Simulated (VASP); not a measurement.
The cell holds one C (graphite) monolayer, with vacuum along c.

Here is the system:

```yaml
crystal:
  lattice:
    - [2.45735, 0.00000, 0.00000]
    - [-1.22867, 2.12812, 0.00000]
    - [0.00000, 0.00000, 16.51924]
  atoms:
    - { symbol: C, position: [0.00000, 0.00000, 0.50000] }
    - { symbol: C, position: [0.66667, 0.33333, 0.50000] }
```

All values below come from r2SCAN meta-GGA, VASP's PBE PAW potentials (set 64) (plane waves; VASP). Numerical set-up: 500 eV cut-off, 24×24×1 Γ-centred mesh, first-order Methfessel-Paxton smearing of 0.10 eV, potentials C.

Task: Predict its energy to cut it from the bulk, per area, work function, band gap (on the k-mesh).

Result: 
```yaml
energy_to_cut_it_from_the_bulk_per_area: 6.4 meV/Å²
work_function: 4.27 eV
band gap (on the k-mesh): none (metal, semimetal or under 0.01 eV)
```

The cell is a sheet with vacuum, built from C (graphite).
